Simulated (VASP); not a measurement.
Crystal: TiN.

```
CELL_PARAMETERS angstrom
0.00000 2.11900 2.11900
2.11900 0.00000 2.11900
2.11900 2.11900 0.00000
ATOMIC_POSITIONS crystal
Ti 0.00000 0.00000 0.00000
N 0.50000 0.50000 0.50000
```

```yaml
Program: VASP 6.6.1
Task: relaxation of cell and atoms
Functional: PBEsol
Potentials_or_basis: VASP PAW PBE potentials, release 64 (Ti_sv, N)
Cutoff: 520 eV
k_mesh: 12 × 12 × 12
Occupations: gaussian, width 0.02 eV
Spin: no spin polarisation
```

At the start: pressure -6.5 GPa; volume 9.51 Å³/atom.

Problem. Where does the relaxation end?

Solution. Over 4 steps the energy falls by 4.4 meV/atom and the volume is 9.30 Å³/atom (-2.2 %); space group Fm-3m (No. 225, to 0.05 Å).

Step by step:
```csv
step,energy change (eV),largest force (eV/Å),pressure (GPa),volume (Å³)
1,0.0000,0.0000,-6.45,19.03
2,0.0118,0.0000,10.71,17.99
3,-0.0089,0.0000,-0.20,18.62
4,-0.0089,0.0000,-0.02,18.60
```

Final structure:
```
Ti N
1.0
     0.00000    2.10313    2.10313
     2.10313    0.00000    2.10313
     2.10313    2.10313    0.00000
Ti N
1 1
Direct
  0.00000 0.00000 0.00000
  0.50000 0.50000 0.50000
```

Caveat: the PAW data sets were made with another functional, which shifts forces and pressure a little.
